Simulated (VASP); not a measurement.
Output of a VASP run:

OUTCAR:
```
 ion  position               nearest neighbor table
   1  0.500  0.000  0.500-   5 2.66   5 2.66   4 3.77   4 3.77   4 3.77   4 3.77
   2  0.000  0.500  0.500-   5 2.66   5 2.66   4 3.77   4 3.77   4 3.77   4 3.77
   3  0.500  0.500  0.000-   5 2.66   5 2.66   4 3.77   4 3.77   4 3.77   4 3.77
   4  0.000  0.000  0.000-   1 3.77   2 3.77   3 3.77   1 3.77   2 3.77   2 3.77   3 3.77   2 3.77
                             1 3.77   3 3.77   1 3.77   3 3.77
   5  0.500  0.500  0.500-   1 2.66   2 2.66   3 2.66   3 2.66   1 2.66   2 2.66
  LATTYP: Found a simple cubic cell.
 ALAT       =     5.3251460000
 Subroutine PRICEL returns:
 Original cell was already a primitive cell.
 Subroutine GETGRP returns: Found 48 space group operations
The static configuration has the point symmetry O_h .
The dynamic configuration has the point symmetry O_h .
 Subroutine INISYM returns: Found 48 space group operations
 Subroutine IBZKPT returns following result:
 Found     10 irreducible k-points:

 Following reciprocal coordinates:
            Coordinates               Weight
  0.000000  0.000000  0.000000      1.000000
  0.200000  0.000000  0.000000      6.000000
  0.400000  0.000000  0.000000      6.000000
  0.200000  0.200000  0.000000     12.000000
  0.400000  0.200000  0.000000     24.000000
  0.400000  0.400000  0.000000     12.000000
  0.200000  0.200000  0.200000      8.000000
  0.400000  0.200000  0.200000     24.000000
  0.400000  0.400000  0.200000     24.000000
  0.400000  0.400000  0.400000      8.000000
   k-points           NKPTS =     10   k-points in BZ     NKDIM =     10   number of bands    NBANDS=     30
   number of dos      NEDOS =    301   number of ions     NIONS =      5
   total plane-waves  NPLWV =  46656
   dimension x,y,z NGX =    36 NGY =   36 NGZ =   36
   dimension x,y,z NGXF=    72 NGYF=   72 NGZF=   72
   ions per type =               3   1   1
   PREC   = accura    normal or accurate (medium, high low for compatibility)
   ISTART =      0    job   : 0-new  1-cont  2-samecut
   ICHARG =      2    charge: 1-file 2-atom 10-const
   ISPIN  =      1    spin polarized calculation?
   LNONCOLLINEAR =      F non collinear calculations
   LSORBIT =      F    spin-orbit coupling
   INIWAV =      1    electr: 0-lowe 1-rand  2-diag
   ENCUT  =  400.0 eV  29.40 Ry    5.42 a.u.   8.68  8.68  8.68*2*pi/ulx,y,z
   NELM   =    100;   NELMIN=  2; NELMDL= -5     # of ELM steps
   EDIFF  = 0.1E-05   stopping-criterion for ELM
   LREAL  =      F    real-space projection
   NLSPLINE    = F    spline interpolate recip. space projectors
   LMAXMIX     =    6 max onsite mixed and CHGCAR
   VOSKOWN=      0    Vosko Wilk Nusair interpolation
   EDIFFG = 0.1E-04   stopping-criterion for IOM
   NSW    =      0    number of steps for IOM
   NBLOCK =      1;   KBLOCK =      1    inner block; outer block
   IBRION =     -1    ionic relax: 0-MD 1-quasi-New 2-CG
   NFREE  =      0    steps in history (QN), initial steepest desc. (CG)
   ISIF   =      2    stress and relaxation
   ISYM   =      2    0-nonsym 1-usesym 2-fastsym
   TEIN   =    0.0    initial temperature
   TEBEG  =    0.0;   TEEND  =   0.0 temperature during run
   SMASS  =  -3.00    Nose mass-parameter (am)
   PSTRESS=    0.0 pullay stress
   NELECT =      50.0000    total number of electrons
   EFERMI =   0.00;   METHOD = LEGACY
   ISMEAR =     0;   SIGMA  =   0.27  broadening in eV -4-tet -1-fermi 0-gaus
   IALGO  =     38    algorithm
   LDIAG  =      T    sub-space diagonalisation (order eigenvalues)
   IMIX   =      4    mixing-type and parameters
     AMIX     =   0.40;   BMIX     =  1.00
     AMIX_MAG =   1.60;   BMIX_MAG =  1.00
     AMIN     =   0.10
   GGA     = CA    functional components
   VOSKOWN =     0    Vosko Wilk Nusair interpolation
   LHFCALC =     F    Hartree Fock is set to
   LHFONE  =     F    Hartree Fock one center treatment
   AEXX    =    0.0000 exact exchange contribution
   IVDW    =     0    specifies the selected vdW correction
   LEPSILON=     F    determine dielectric tensor
   LRPA    =     F    only Hartree local field effects (RPA)
  energy-cutoff  :      400.00
  volume of cell :      151.01
...
```

OSZICAR:
```
       N       E                     dE             d eps       ncg     rms          rms(c)
DAV:   1     0.572675517334E+03    0.57268E+03   -0.15554E+04   608   0.185E+03
DAV:   2     0.125458006256E+03   -0.44722E+03   -0.43969E+03   888   0.401E+02
DAV:   3    -0.116938361352E+02   -0.13715E+03   -0.13473E+03   992   0.223E+02
DAV:   4    -0.337193625419E+02   -0.22026E+02   -0.21263E+02  1128   0.101E+02
DAV:   5    -0.357037251324E+02   -0.19844E+01   -0.19035E+01  1176   0.300E+01    0.103E+01
DAV:   6    -0.312895126860E+02    0.44142E+01   -0.45967E+01   984   0.250E+01    0.590E+00
DAV:   7    -0.310084158262E+02    0.28110E+00   -0.72079E+00  1136   0.167E+01    0.220E+00
DAV:   8    -0.309461245122E+02    0.62291E-01   -0.45835E-01  1072   0.379E+00    0.726E-01
DAV:   9    -0.309438540801E+02    0.22704E-02   -0.55959E-02  1168   0.140E+00    0.281E-01
DAV:  10    -0.309438602214E+02   -0.61413E-05   -0.61398E-03  1144   0.489E-01    0.141E-01
DAV:  11    -0.309439126916E+02   -0.52470E-04   -0.12417E-03  1064   0.204E-01    0.474E-02
DAV:  12    -0.309438901995E+02    0.22492E-04   -0.74495E-04  1096   0.101E-01    0.258E-02
DAV:  13    -0.309438702587E+02    0.19941E-04   -0.14290E-04   976   0.592E-02    0.443E-03
DAV:  14    -0.309438712776E+02   -0.10188E-05   -0.12015E-05   712   0.248E-02    0.372E-03
DAV:  15    -0.309438710984E+02    0.17919E-06   -0.41057E-06   632   0.131E-02
   1 F= -.30943871E+02 E0= -.30874337E+02  d E =-.139069E+00
```

**OUTCAR**
```
------------------------ aborting loop because EDIFF is reached ----------------------------------------
  FORCE on cell =-STRESS in cart. coord.  units (eV):
  Direction    XX          YY          ZZ          XY          YZ          ZX
  --------------------------------------------------------------------------------------
  Total       -6.0785072     -6.0785072     -6.0785072     -0.0000000     -0.0000000     -0.0000000
  in kB      -64.4930568    -64.4930568    -64.4930568     -0.0000000     -0.0000000     -0.0000000
  external PRESSURE =     -64.4930568 kB  Pullay stress =       0.0000000 kB
  volume of cell :      151.01
      direct lattice vectors                 reciprocal lattice vectors
     5.325146000  0.000000000  0.000000000     0.187788278  0.000000000  0.000000000
     0.000000000  5.325146000  0.000000000     0.000000000  0.187788278  0.000000000
     0.000000000  0.000000000  5.325146000     0.000000000  0.000000000  0.187788278
 POSITION                                       TOTAL-FORCE (eV/Angst)
 -----------------------------------------------------------------------------------
      2.66257      0.00000      2.66257         0.000000      0.000000      0.000000
      0.00000      2.66257      2.66257         0.000000      0.000000      0.000000
      2.66257      2.66257      0.00000         0.000000      0.000000      0.000000
      0.00000      0.00000      0.00000         0.000000      0.000000      0.000000
      2.66257      2.66257      2.66257         0.000000      0.000000      0.000000
 -----------------------------------------------------------------------------------
    total drift:                                0.000000      0.000000      0.000000
  FREE ENERGIE OF THE ION-ELECTRON SYSTEM (eV)
  ---------------------------------------------------
  free  energy   TOTEN  =       -30.9438710984 eV

  energy  without entropy=      -30.8048023547  energy(sigma->0) =      -30.87433673
```
(Selected blocks of OUTCAR.)

POSCAR:
```
La3TlC
1
    5.3251460000     0.0000000000     0.0000000000
    0.0000000000     5.3251460000     0.0000000000
    0.0000000000     0.0000000000     5.3251460000
La Tl C
3 1 1
Direct
  0.5000000000   0.0000000000   0.5000000000
  0.0000000000   0.5000000000   0.5000000000
  0.5000000000   0.5000000000   0.0000000000
  0.0000000000   0.0000000000   0.0000000000
  0.5000000000   0.5000000000   0.5000000000
```

Question: Reconstruct the remaining input files.

Answer: Several could match; the one computed here: the input of the run itself, LDA (Ceperley-Alder, Perdew-Zunger), plane waves, VASP's LDA PAW potentials (set 64).

INCAR:
```
LASPH = .TRUE.   ! aspherical one-centre terms
ISMEAR = 0   ! Gaussian
LCHARG = .FALSE.
LREAL = .FALSE.   ! projection in real space or not
SIGMA = 0.272
SYSTEM = La3TlC
PREC = Accurate
ALGO = Normal   ! blocked Davidson
LMAXMIX = 6
ENCUT = 400
ISIF = 2   ! forces and stress, cell fixed
NELM = 100   ! most electronic steps
EDIFF = 1E-6   ! SCF stop (eV)
LWAVE = .FALSE.
```

File KPOINTS:
```
Automatic mesh
0
Gamma
5 5 5
```

POTCAR, in this order: La Tl_d C (LDA.64 set). Program: vasp_std.

At this cut-off the stress carries a Pulay error, which pulls relaxed volumes low.

The structure comes from a computed database's La3TlC entry (Pm-3m); how it stands against other phases isn't given here. The cell was not relaxed at this level.
